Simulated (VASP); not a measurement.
Here is the system:

```yaml
crystal:
  lattice:
    - [2.30402, -3.99068, 0.00000]
    - [2.30402, 3.99068, 0.00000]
    - [0.00000, 0.00000, 7.49795]
  atoms:
    - { symbol: Mg, position: [0.66667, 0.33333, 0.49983] }
    - { symbol: Mg, position: [0.33333, 0.66667, 0.99983] }
    - { symbol: Te, position: [0.66667, 0.33333, 0.87617] }
    - { symbol: Te, position: [0.33333, 0.66667, 0.37617] }
```

Computed with PBE GGA, VASP's PBE PAW potentials (set 64) (plane waves; VASP 6.6.1). Settings: 520 eV cut-off, 6×6×3 Γ-centred mesh, Gaussian smearing of 0.050 eV, potentials Mg Te.

Unless said otherwise, spin-orbit coupling is left out, though it shifts the bands of the heavy elements here.

Problem. What does the run give for the energy per atom (σ→0), band gap (on the k-mesh) with the smallest direct gap where there is one?

Solution. 
```json
{
 "band gap (on the k-mesh)": "2.36 eV",
 "smallest direct gap (on the k-mesh)": "2.36 eV",
 "energy per atom (σ→0)": "-3.202 eV/atom"
}
```

The absolute energy has meaning only against runs of the same code, potentials and settings.

The compound is MgTe in the wurtzite structure. It was relaxed first. The start is the result of an earlier pass.
